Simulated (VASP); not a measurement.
Data:

```yaml
crystal:
  lattice:
    - [0.00000, 3.27175, 3.27175]
    - [3.27175, 0.00000, 3.27175]
    - [3.27175, 3.27175, 0.00000]
  atoms:
    - { symbol: Te, position: [0.50000, 0.50000, 0.50000] }
    - { symbol: Pb, position: [0.00000, 0.00000, 0.00000] }
```

Level of theory: TPSS meta-GGA, VASP's PBE PAW potentials (set 64) (plane waves; VASP). Numerical set-up: 520 eV cut-off, 8×8×8 Γ-centred mesh, tetrahedra with Blöchl corrections, potentials Te Pb_d.

Unless said otherwise, spin-orbit coupling is left out, though it shifts the bands of the heavy elements here.

Problem. Tabulate the total density of states (states/eV per cell) against energy (eV; zero at the valence-band maximum or, without a gap, the Fermi level).

Solution. 
```
E (eV) | DOS (states/eV)
    -9.94 |  0.00
    -9.34 |  0.00
    -8.74 |  0.00
    -8.14 | ############## 1.06
    -7.54 | ################## 1.35
    -6.94 | ###### 0.42
    -6.34 | ## 0.16
    -5.74 |  0.01
    -5.14 |  0.00
    -4.54 |  0.00
    -3.94 | ###### 0.43
    -3.34 | ########## 0.75
    -2.74 | ################### 1.43
    -2.26 | ######################### 1.86
    -1.66 | ############################ 2.04
    -1.06 | ############################ 2.07
    -0.46 | ############################## 2.22
     0.14 |  0.00
     0.74 |  0.00
     1.34 | ## 0.17
     1.94 | ############################ 2.06
     2.54 | ################### 1.42
     3.14 | #################### 1.46
     3.74 | ######################## 1.81
     4.34 | ######################## 1.78
```
Within 2 eV below the valence-band maximum the largest weight inside VASP's projection spheres is Te p.

The compound is PbTe in the rock salt structure. It was relaxed first.
